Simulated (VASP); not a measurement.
A run of VASP 6.6.1 is set up as follows.

INCAR

```
PREC = Normal
ENCUT = 520
EDIFF = 1E-4
ISMEAR = 0
SIGMA = 0.15
LREAL = F
LASPH = T
NELM = 60
ALGO = Fast
ISIF = 3
LWAVE = F
LCHARG = F
GGA = PE
IBRION = 2
NSW = 24
EDIFFG = -0.08
```

File KPOINTS:

```
regular mesh
0
Gamma
  2 2 3
```

File POSCAR:

```
HfIn2Se5
1.0
    6.7572585400      0.0000000000      0.0000000000
    0.0000000000      6.7572585400      0.0000000000
    0.0000000000      0.0000000000      4.5470774600
Hf In Se
1 2 5
Direct
    0.0000000000      0.0000000000      0.0000000000
    0.0000000000      0.5000000000      0.5000000000
    0.5000000000      0.0000000000      0.5000000000
    0.7920047600      0.7920047600      0.0000000000
    0.2079952400      0.7920047600      0.0000000000
    0.7920047600      0.2079952400      0.0000000000
    0.0000000000      0.0000000000      0.5000000000
    0.2079952400      0.2079952400      0.0000000000
```

Potentials or basis: VASP PAW PBE potentials, release 64 (Hf_pv, In_d, Se).

Run with:

```bash
$ cat potpaw_PBE.64/Hf_pv/POTCAR potpaw_PBE.64/In_d/POTCAR potpaw_PBE.64/Se/POTCAR > POTCAR
$ mpirun -np 1 vasp_std > vasp.out
```

(1) Predict the relaxed volume.

(2) Predict the space group after relaxing (to 0.05 Å).

(3) Estimate the band gap on the k mesh.

Results:

(1) 28.58 Å³/atom.

(2) P4/mmm (No. 123).

(3) none (metal or under the smearing width).

Caveat: the k mesh is coarse (spacing up to 0.46 Å⁻¹), so the values aren't converged.
